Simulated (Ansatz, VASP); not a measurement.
**Te (Tellurium): VASP beside Ansatz**

One calculation is typed for both programs; each brings its own data sets. How far apart do they land? The structure shown is the start of the Ansatz relaxation below; VASP solves that cell, so the two are compared at the walk's first step.

Program: Ansatz 0.2.0. Level of theory: plane waves, with VASP 6.6.1 beside it; single point at PBEsol. Results are calculated unless marked as measured.

## 1. Set-up

Symmetry: P3_121, No. 152, trigonal system. Conventional cell: a = 4.200 Å, b = 4.200 Å, c = 5.916 Å, α = 90.00°, β = 90.00°, γ = 120.00°. Nearest to Te lie 2 Te at 2.89 Å.

Structure file:

```cif
data_structure
_symmetry_space_group_name_H-M 'P3_121'
_symmetry_Int_Tables_number 152
_cell_length_a 4.2002
_cell_length_b 4.2002
_cell_length_c 5.9156
_cell_angle_alpha 90.000
_cell_angle_beta 90.000
_cell_angle_gamma 120.000
_cell_volume 90.38
loop_
_atom_site_label
_atom_site_type_symbol
_atom_site_symmetry_multiplicity
_atom_site_Wyckoff_symbol
_atom_site_fract_x
_atom_site_fract_y
_atom_site_fract_z
_atom_site_occupancy
Te1 Te 3 a 0.29088 0.00000 0.33333 1
```

## 2. Ansatz: relaxation, PBEsol

Ansatz runs on its PAW soft_1 files.

The two programs are compared at the cell with which this relaxation starts, whose forces are those of its first step.

The input, input.yaml:

```yaml
crystal:
  lattice:
    - [4.2001500241, 0.0, 0.0]
    - [-2.100075012, 3.6374366206, 0.0]
    - [0.0, 0.0, 5.9156156447]
  atoms:
    - { symbol: Te, position: [0.2908844796, 0.0, 0.3333333333] }
    - { symbol: Te, position: [0.0, 0.2908844796, 0.6666666667] }
    - { symbol: Te, position: [0.7091155204, 0.7091155204, 0.0] }
kpoints:
  mp_grid: { grid: [12, 12, 8] }
hamiltonian:
  xc: pbesol
  pseudopotentials: { kind: paw, azcp: { folder: soft_1 }, xc_functional: pbe }
scf:
  occupations: { method: methfessel_paxton, width: 0.2 }
output:
  forces: true
  stress: true
  eigenvalues: true
relax:
  adjacent_minimum: "off"
  f_tol: 0.001
  max_steps: 60
  cell: { stress_tol: 0.01, fix: [volume] }
```

On the command line:

```console
$ ansatz run input.yaml --threads 4 --pin off --max-ram 10240MiB --backend cpu --events-out ev --progress --plain --runs-dir out
```

Numbers of over 12 decimals in the logs are rounded to 6 here.

The log of the run:

```text
Engine: ansatz 0.2.0, aarch64-unknown-linux-gnu
Pseudopotentials: kind: paw
Pseudopotential: Te, paw, valence charge 16, recommended cutoff 420 eV (normal), soft_1/Te.paw.azcp
Functional definition: PBEsol
  exchange = pbesol_x
  correlation = pbesol_c
Crystal: 3 atoms, lattice volume = 90.377 Å³
Basis set: ecut = 420 eV, 1693 PW (Γ), exchange–correlation on 60×60×80 points (8 copies of the dense FFT grid, shifted against one another)
Bands: 29, of which v1, the nominal top of the filled ones, is band 24 counted from 1 (23 counted from 0)
Symmetry: 6 space group operations
Space group: P3121 (ITA 152), of the structure as read, at distance tolerance 4.5e-5 Å
k-points: 131 of 1152 (time reversal used)
Non-local potential: Te, projectors of the file, l = 0: 2, l = 1: 2, l = 2: 2, l = 3: 1
PAW form: soft (Blöchl's): semilocal exchange-correlation on the pseudo side does not see the compensation charge
PAW frozen core: Te, regenerated for the run's functional, and the local potential with it (the file was generated under x = pbe(κ = 0.804, μ = 0.219515), c = pbe(β = 0.066725))
PAW one-centre angular grid: Te, 590 points (default); XC on 64 Gauss nodes
Initial density: superposition of atomic densities (chi_scale 0.1, normalization cell)
Initial wavefunctions: pseudopotential atomic-orbital guess
Functional: x = pbesol(κ = 0.804, μ = 0.123457), c = pbesol(β = 0.046)
SCF iter   1: F=—  HF=-20704.777841 eV  |F-HF|=—  |Δ(HF+E_count)|=         —  Δρ=1.39e-2  dr2=1.23e-1  ethr=3.10e-3  ⟨swp⟩=8.6  Hψ=18871  notcnv=0
preconditioner: auto → Resta (q_TF=auto, 2.455 Å⁻¹)  ε∞=4.5  [insulator: Δε(μ)=0.243 eV  Ē_g=8.904 eV  σ=0.200 eV  W_gap=0.55  n_scr=22 (ndim 8)  ℏωp=16.6 eV  f_vac=0.000  D(μ)=-0.04/eV (n_scr^D=0)  ε∞_Penn≈4.5]
SCF iter   2: F=—  HF=-20704.762864 eV  |F-HF|=—  |Δ(HF+E_count)|=   1.50e-2  S|Δr|=    0.00e0  Δρ=8.10e-3  dr2=4.15e-2  ethr=2.56e-4  ⟨swp⟩=1.0  Hψ=4858  notcnv=0  defer=1
preconditioner: auto → Kerker (q_TF=auto, 2.455 Å⁻¹)  [metal: Δε(μ)=0.032 eV  Ē_g=8.903 eV  σ=0.200 eV  W_gap=0.13  n_scr=22 (ndim 8)  ℏωp=16.6 eV  f_vac=0.000  D(μ)=-0.04/eV (n_scr^D=0)]
SCF iter   3: F=—  HF=-20704.757037 eV  |F-HF|=—  |Δ(HF+E_count)|=   5.83e-3  S|Δr|=    0.00e0  Δρ=7.80e-4  dr2=6.48e-4  ethr=8.64e-5  ⟨swp⟩=2.0  Hψ=5512  notcnv=0  defer=1
SCF iter   4: F=—  HF=-20704.757099 eV  |F-HF|=—  |Δ(HF+E_count)|=   6.20e-5  S|Δr|=    0.00e0  Δρ=2.66e-4  dr2=7.96e-5  ethr=1.35e-6  ⟨swp⟩=2.2  Hψ=7065  notcnv=0  defer=1
SCF iter   5: F=—  HF=-20704.757116 eV  |F-HF|=—  |Δ(HF+E_count)|=   1.75e-5  S|Δr|=    0.00e0  Δρ=1.19e-4  dr2=2.05e-5  ethr=1.66e-7  ⟨swp⟩=2.3  Hψ=6437  notcnv=0  defer=1
SCF iter   6: F=—  HF=-20704.757116 eV  |F-HF|=—  |Δ(HF+E_count)|=   2.18e-7  S|Δr|=    0.00e0  Δρ=3.90e-5  dr2=1.90e-6  ethr=4.28e-8  ⟨swp⟩=3.0  Hψ=7197  notcnv=0  defer=1
SCF iter   7: F=-20704.757117 eV  HF=-20704.757117 eV  |F-HF|=2.09e-8  |Δ(HF+E_count)|=   7.90e-7  S|Δr|=    0.00e0  Δρ=1.01e-5  dr2=7.99e-8  ethr=2.08e-10  ⟨swp⟩=7.7  Hψ=21357  notcnv=0
SCF 1 converged in 7 iterations: F = -20704.757117 eV  dr2 = 7.99e-8
  greatest PAW one-centre occupation: 0.998 electrons in one spin orbital (limit 2), on the Te atom at site 2 (counted from 0), in its partial waves of l = 2
relax step   1: F+E_penalty+E_count = -20704.75711722 eV  Δ(F+E_penalty+E_count) = +0.000e0 eV  max|allowed force component| = 7.082e-2 eV/Å  Δτ_max = 0.0000 Å  P = +2.960 GPa  Ω = 90.377 Å³  fix = [volume]  reactions: volume +2.960 GPa  (7 SCF iters, dr2 threshold 1.00e-7 eV, accepted)
[...]
relax step   2: F+E_penalty+E_count = -20704.75947723 eV  Δ(F+E_penalty+E_count) = -2.360e-3 eV  max|allowed force component| = 9.485e-3 eV/Å  Δτ_max = 0.0126 Å  P = +2.574 GPa  Ω = 90.377 Å³  energy of the carried Pulay correction = +6.659e-18 eV  fix = [volume]  reactions: volume +2.574 GPa  (5 SCF iters, dr2 threshold 3.00e-7 eV, accepted)
[...]
relax step   3: F+E_penalty+E_count = -20704.75951402 eV  Δ(F+E_penalty+E_count) = -3.679e-5 eV  max|allowed force component| = 6.841e-4 eV/Å  Δτ_max = 0.0022 Å  P = +2.550 GPa  Ω = 90.377 Å³  fix = [volume]  reactions: volume +2.550 GPa  (4 SCF iters, dr2 threshold 5.62e-9 eV, accepted)
[...]
relax step   4: F+E_penalty+E_count = -20704.75950759 eV  Δ(F+E_penalty+E_count) = +6.427e-6 eV  max|allowed force component| = 6.832e-4 eV/Å  Δτ_max = 0.0000 Å  P = +2.550 GPa  Ω = 90.377 Å³  fix = [volume]  reactions: volume +2.550 GPa  stress off target by 1.89e-3 GPa on what of the cell is left free  SCF on the basis re-selected at this cell (its energy is not comparable with the rows above)  (6 SCF iters)
basis re-selected at this cell: Δ(F+E_penalty+E_count) = +6.427e-6 eV, ΔP = -0.000 GPa vs the last step (what re-selecting the basis moved, of the pressure what is left beyond the Pulay correction that the steps carried, after the strain that the cell walked since its last selection, with what the two solves' SCF thresholds leave and, on support functions, any second-order correction that the steps lacked; it is no m [...]
SCF converged after 6 iterations
Stability not checked: this state was not tested for a lower state beside it, because cold or Methfessel-Paxton smearing, or corrected tetrahedra, fill the levels in a way that the test cannot read (fill_not_monotonic; see scf.lower_state_search)
Free energy (F): -20704.759508 eV
Harris-Foulkes:  -20704.759508 eV  (|F-HF|=3.64e-12)
Internal energy: -20704.764070 eV  (E = F + TS)
E sigma→0 (E₀):  -20704.760648 eV
Entropy (-TS):   0.004562 eV (1.521 meV/atom)
Fermi energy:    10.451226 eV
Step filling:    the computed levels leave a gap of 0.0000 eV = 0.0 smearing widths at the electron count; against every level under it full and every level over it empty, smearing changes F+E_penalty+E_count by +0.993 meV and its σ→0 estimate by -0.147 meV
--- Per-component energies (eV) ---
  E_band       = -723.898851
  E_kinetic    = 518.982968
  E_local      = -4539.179653  (includes V_loc(G=0)·N_el)
  E_nonlocal   = 200.951876
  E_hartree    = 2290.166215
  E_xc         = -367.235510
  E_vxc        = -308.875807  (∫ρ·V_xc dr)
  E_paw        = -13773.517608  (= ΣΔE_a)
  E_vpaw       = -1176.110846  (= ΣTr[D̂ρ^β])
  E_aug_tail   = 0.000251  (compensation charges beyond the density's cutoff)
  E_ewald      = -5036.057042
  E_core_change = 1.124434  (= ΣΔE_core)
  E_smearing   = 0.004562  (= −TS)
  E_closure    = 0.000000  (closes the sum)
  Σ components = -20704.759508   (vs F -20704.759508, Δ=0.00e0)
--- Forces (eV/Å), atoms counted from 1 ---
  atom   1  Te     0.00068320    -0.00000000    -0.00000000
  atom   2  Te    -0.00034160     0.00059167     0.00000000
  atom   3  Te    -0.00034160    -0.00059167     0.00000000
  max |Σ_I F_I| component: 5.55e-17 eV/Å
--- Stress (GPa, compression-positive) ---
        2.550895      -0.000000       0.000000
       -0.000000       2.550895       0.000000
        0.000000       0.000000       2.548063
  P = ⅓ Tr σ = 2.5500 GPa (25.500 kbar)
--- Band table (eV; the first three rows and the last of 131) ---
  k-point 0: bands = [... 20 lower, 8.0645, 8.7023, 8.7023, 9.2094, 11.6297, 11.6297, 12.4091, 15.2485, ... 1 higher]
  k-point 1: bands = [... 20 lower, 8.1223, 8.7635, 9.0141, 9.2558, 11.4744, 11.4943, 12.2344, 14.7010, ... 1 higher]
  k-point 2: bands = [... 20 lower, 8.0370, 8.9935, 9.3934, 9.4446, 11.1282, 11.1698, 11.8114, 14.2773, ... 1 higher]
  k-point 130: bands = [... 20 lower, 4.7256, 9.7138, 10.4763, 10.5505, 10.5505, 11.2173, 11.2173, 16.6919, ... 1 higher]
--- Relaxed structure (3 steps of the walk, 3 accepted, 1 SCFs on fresh bases) ---
  F+E_penalty+E_count = -20704.75950759 eV   max|allowed force component| = 6.832e-4 eV/Å   (the final SCF, on the basis selected at the relaxed cell)
  cell:  # Å, volume = 90.3775 Å³
    - [4.186990, -2.8777135352479986e-11, -8.593415775110479e-19]
    - [-2.093495, 3.626040, 4.92931406184627e-19]
    - [-1.210322119656994e-18, 1.02881654643573e-19, 5.952860]
  atoms:
    - { symbol: Te, position: [0.294407, 4.787174805234769e-19, 0.333333] }
    - { symbol: Te, position: [2.7938829510490995e-17, 0.294407, 0.666667] }
    - { symbol: Te, position: [0.705593, 0.705593, 0] }
```

In the SCF lines HF is the Harris–Foulkes energy and dr2 the Hartree energy of the density residual, in eV; the loop may stop once dr2 is under the threshold and the program's other checks hold. Hψ counts applications of the Hamiltonian.

## 3. VASP: single point, PBEsol, start cell, pair 1

The same cell, functional, mesh and smearing now go to VASP, with its own data sets.

Lines of VASP's logs that name or quote its potential files are left out, and so is its time.

The input, INCAR:

```
SYSTEM = Te
PREC = Accurate
ENCUT = 400
EDIFF = 1E-06
NELM = 120
ISMEAR = 1
SIGMA = 0.2
LREAL = .FALSE.
ALGO = Normal
GGA = PS
NBANDS = 15
LORBIT = 11
LWAVE = .FALSE.
LCHARG = .FALSE.
ISIF = 2
LASPH = .TRUE.
GGA_COMPAT = .FALSE.
KPAR = 2
```

The input, POSCAR:

```
Te
1.0
    4.2001500000      0.0000000000      0.0000000000
   -2.1000750000      3.6374370000      0.0000000000
    0.0000000000      0.0000000000      5.9156160000
Te
3
Direct
    0.2908843732      0.0000000000      0.3333333333
    0.0000000575      0.2908844882      0.6666666667
    0.7091155693      0.7091155118      0.0000000000
```

The input, KPOINTS:

```
Automatic mesh
0
Gamma
12 12 8
0 0 0
```

PAW data sets: Te (PBE family, release 64).

On the command line:

```console
$ mpirun -np 2 vasp_std
```

The log of the run:

```text
[banner, memory and clock lines left out]
running    2 mpi-ranks, on    1 nodes
 distrk:  each k-point on    1 cores,    2 groups
 distr:  one band on    1 cores,    1 groups

 POSCAR found type information on POSCAR Te
 POSCAR found :  1 types and       3 ions
|                                                                             |
|               ----> ADVICE to this user running VASP <----                  |
|                                                                             |
|     You enforced a specific xc type in the INCAR file but a different       |
|     [... a line on the potential file left out ...]
|     I HOPE YOU KNOW WHAT YOU ARE DOING!                                     |
|                                                                             |

 LDA part: xc-table for (Slater+PW92), standard interpolation
 POSCAR, INCAR and KPOINTS ok, starting setup
 FFT: planning ... GRIDC
 FFT: planning ... GRID_SOFT
 FFT: planning ... GRID
 WAVECAR not read
 entering main loop
       N       E                     dE             d eps       ncg     rms          rms(c)
DAV:   1     0.626578271108E+02    0.62658E+02   -0.56867E+03  3930   0.785E+02
DAV:   2    -0.666552625290E+01   -0.69323E+02   -0.66172E+02  5320   0.133E+02
DAV:   3    -0.104916187178E+02   -0.38261E+01   -0.38063E+01  4574   0.351E+01
DAV:   4    -0.105532211531E+02   -0.61602E-01   -0.61591E-01  5773   0.533E+00
DAV:   5    -0.105539813886E+02   -0.76024E-03   -0.76023E-03  4995   0.497E-01    0.151E+01
DAV:   6    -0.105404306164E+02    0.13551E-01   -0.90303E-03  5008   0.579E-01    0.930E+00
DAV:   7    -0.105355806317E+02    0.48500E-02   -0.18424E-02  4511   0.823E-01    0.201E-01
DAV:   8    -0.105353390484E+02    0.24158E-03   -0.29828E-03  4490   0.317E-01    0.102E-01
DAV:   9    -0.105353483000E+02   -0.92515E-05   -0.77443E-05  5671   0.597E-02    0.732E-02
DAV:  10    -0.105353503573E+02   -0.20574E-05   -0.82314E-06  4708   0.187E-02    0.118E-02
DAV:  11    -0.105353485103E+02    0.18470E-05   -0.41237E-06  4728   0.121E-02    0.565E-03
DAV:  12    -0.105353485840E+02   -0.73654E-07   -0.39957E-07  2700   0.386E-03
   1 F= -.10535349E+02 E0= -.10536643E+02  d E =0.388464E-02
```

From OUTCAR (step 3):

```text
ion  position               nearest neighbor table
   1  0.291  0.000  0.333-   3 2.89   2 2.89   3 3.26   2 3.26   3 3.26   2 3.26
   2  0.000  0.291  0.667-   1 2.89   3 2.89   3 3.26   3 3.26   1 3.26   1 3.26
   3  0.709  0.709  0.000-   1 2.89   2 2.89   2 3.26   2 3.26   1 3.26   1 3.26

  LATTYP: Found a hexagonal cell.
 ALAT       =     4.2001500000
 C/A-ratio  =     1.4084296989

 Subroutine GETGRP returns: Found  6 space group operations
 (whereof  2 operations were pure point group operations)

The static configuration has the point symmetry C_2 .
 The point group associated with its full space group is D_3 .

 Found    131 irreducible k-points:

   k-points           NKPTS =    131   k-points in BZ     NKDIM =    131   number of bands    NBANDS=     15

   dimension x,y,z NGX =    28 NGY =   28 NGZ =   40
   dimension x,y,z NGXF=    56 NGYF=   56 NGZF=   80

   ENCUT  =  400.0 eV  29.40 Ry    5.42 a.u.   6.85  6.85  9.65*2*pi/ulx,y,z

   NELECT =      18.0000    total number of electrons

 k-points in reciprocal lattice and weights: Automatic mesh
   0.00000000  0.00000000  0.00000000       0.001
   0.08333333  0.00000000  0.00000000       0.005
   0.16666667 -0.00000000  0.00000000       0.005
   0.25000000 -0.00000000  0.00000000       0.005
   0.33333333 -0.00000000  0.00000000       0.005
   0.41666667  0.00000000  0.00000000       0.005
   0.50000000 -0.00000000  0.00000000       0.003
   0.08333333  0.08333333  0.00000000       0.005
   0.16666667  0.08333333  0.00000000       0.010
[...]
0.33333333  0.25000000  0.50000000       0.010
   0.33333333  0.33333333  0.50000000       0.002

 average (electrostatic) potential at core
       1 -87.5227       2 -87.5227       3 -87.5227

 E-fermi :   7.3237

 k-point     1 :       0.0000    0.0000    0.0000
  band No.  band energies     occupation
    ...
      5       4.8532      2.00000
      6       4.8532      2.00000
      7       5.5395      2.00000
      8       5.5395      2.00000
      9       6.0927      2.00000
     10       8.4672     -0.00000
     11       8.4672     -0.00000
     12       9.2243     -0.00000
     13      12.0625      0.00000
     14      12.0625      0.00000
    ...

 k-point     2 :       0.0833    0.0000    0.0000
  band No.  band energies     occupation
    ...
      5       4.3620      2.00000
      6       4.5200      2.00000
      7       5.9015      2.00000
      8       6.0657      2.00000
      9       6.6085      2.00001
     10       8.1199     -0.00000
     11       8.3775     -0.00000
     12       9.0258     -0.00000
     13      11.8486      0.00000
     14      12.0383      0.00000
    ...

 k-point     3 :       0.1667   -0.0000    0.0000
  band No.  band energies     occupation
    ...
      5       3.7049      2.00000
      6       4.0835      2.00000
      7       6.3048      2.00000
      8       6.4352      2.00000
      9       6.7861      2.00096
     10       8.1286     -0.00000
     11       8.1763     -0.00000
     12       8.7658     -0.00000
     13      11.1791     -0.00000
     14      12.1797      0.00000
    ...

  Total        1.6008510      1.6008513      1.9200499      0.0000000      0.0000000      0.0000000
  in kB       28.3792707     28.3792770     34.0379060      0.0000000      0.0000000      0.0000000
  external PRESSURE =      30.2654846 kB  Pullay stress =       0.0000000 kB

  energy-cutoff  :      400.00
  volume of cell :       90.38
      direct lattice vectors                 reciprocal lattice vectors
     4.200150000  0.000000000  0.000000000     0.238086735  0.137459425  0.000000000
    -2.100075000  3.637437000  0.000000000     0.000000000  0.274918851  0.000000000
     0.000000000  0.000000000  5.915616000     0.000000000  0.000000000  0.169044103

 POSITION                                       TOTAL-FORCE (eV/Angst)
 -----------------------------------------------------------------------------------
      1.22176      0.00000      1.97187         0.089438     -0.000000      0.000000
     -0.61088      1.05807      3.94374        -0.044719      0.077455     -0.000000
      1.48920      2.57936      0.00000        -0.044719     -0.077455      0.000000
 -----------------------------------------------------------------------------------
    total drift:                                0.000195     -0.000108     -0.000026

  FREE ENERGIE OF THE ION-ELECTRON SYSTEM (eV)
  ---------------------------------------------------
  free  energy   TOTEN  =       -10.5353485840 eV

  energy  without entropy=      -10.5392332205  energy(sigma->0) =      -10.53664346

 total charge
# of ion       s       p       d       tot
------------------------------------------
    1        1.441   1.811   0.054   3.307
    2        1.441   1.811   0.054   3.307
    3        1.441   1.811   0.054   3.307
--------------------------------------------------
tot          4.324   5.433   0.163   9.920

[... 3 further parts left out ...]
```

The run ends at a pressure of 3.03 GPa, with forces up to 0.089 eV/Å.

## 4. Side by side

Known differences besides the potentials themselves: the data sets hold 48 valence electrons in Ansatz (on its PAW soft_1 files) and 18 in VASP; the cutoff is 420 eV in Ansatz and 400 eV in VASP; Ansatz makes its cores anew for this functional, VASP keeps those of its PBE data sets. Total energies have different zeros and are not compared.

Forces (eV/Å; atoms numbered as in POSCAR):

```tsv
atom	Ansatz x, y, z	VASP x, y, z
Te1	0.071, 0.000, 0.000	0.089, 0.000, 0.000
Te2	-0.035, 0.061, 0.000	-0.045, 0.077, 0.000
Te3	-0.035, -0.061, 0.000	-0.045, -0.077, 0.000
```

The forces differ by 11 meV/Å r.m.s., which is 20.8 % of the r.m.s. force of 0.052 eV/Å (both taken over all components).

## 5. Further runs

Further runs change the set-up of one program: Ansatz's method, potentials or start, or VASP's data sets, cutoff or form of LDA. The table gives that difference for each run.

```tsv
run	r.m.s. force difference (meV/Å)
as above	11
VASP with a cutoff of 500 eV (perhaps on Ansatz's relaxed cell)	8.3
```

## 6. Ansatz: relaxation, PBEsol

The two programs are compared at the cell with which this relaxation starts, whose forces are those of its first step. The cell compared in this pair holds 92.30 Å³, against 90.38 Å³ for the pair before.

The structure compared here is the start of the Ansatz relaxation; VASP solves that cell, so the two are compared at the walk's first step.

input.yaml, the sections that differ from step 2:

```yaml
crystal:
  lattice:
    - [4.2438927539, 0.0, 0.0]
    - [-2.1219463769, 3.6753189358, 0.0]
    - [0.0, 0.0, 5.9175799422]
  atoms:
    - { symbol: Te, position: [0.2873800792, 0.0, 0.3333333333] }
    - { symbol: Te, position: [0.0, 0.2873800792, 0.6666666667] }
    - { symbol: Te, position: [0.7126199208, 0.7126199208, 0.0] }
# kpoints, hamiltonian, scf, output, relax: as in step 2
```

On the command line:

```console
$ ansatz run input.yaml --threads 4 --pin off --max-ram 10240MiB --backend cpu --events-out ev --progress --plain --runs-dir out
```

The log of the run:

```text
[...]
Crystal: 3 atoms, lattice volume = 92.300 Å³
Basis set: ecut = 420 eV, 1813 PW (Γ), exchange–correlation on 60×60×80 points (8 copies of the dense FFT grid, shifted against one another)
Bands: 29, of which v1, the nominal top of the filled ones, is band 24 counted from 1 (23 counted from 0)
Symmetry: 6 space group operations
[...]
k-points: 131 of 1152 (time reversal used)
[...]
--- Relaxed structure (3 steps of the walk, 3 accepted, 1 SCFs on fresh bases) ---
[...]
cell:  # Å, volume = 92.3004 Å³
    - [4.229730, -2.877118119856195e-11, 0]
    - [-2.114865, 3.663053, 0]
    - [0, 0, 5.957276]
  atoms:
    - { symbol: Te, position: [0.290884, -3.775238773032871e-19, 0.333333] }
    - { symbol: Te, position: [-2.7755575615628914e-17, 0.290884, 0.666667] }
    - { symbol: Te, position: [0.709116, 0.709116, 0] }
[key lines of the parts left out:]
SCF converged after 6 iterations
Free energy (F): -20704.784105 eV
Fermi energy:    10.199506 eV
P = ⅓ Tr σ = 1.5629 GPa (15.629 kbar)
```

[end of part 1 of 2]

[Lines on the potential files, build, host, timing and source positions are cut from VASP's logs without a mark.]

[Logs are printed without paths, hosts, clocks, repeated set-up lines and the standing remarks that a program may print on its own settings, such as how far it seeks lower states.]

[Hosts, paths, dates, database ids (printed as entryN), source tags and the programs' standing remarks are cut or masked in the printed files.]

[Rows of further runs with another cutoff or data set may stand on the cell that Ansatz relaxed, not on the start cell of the pair above them.]
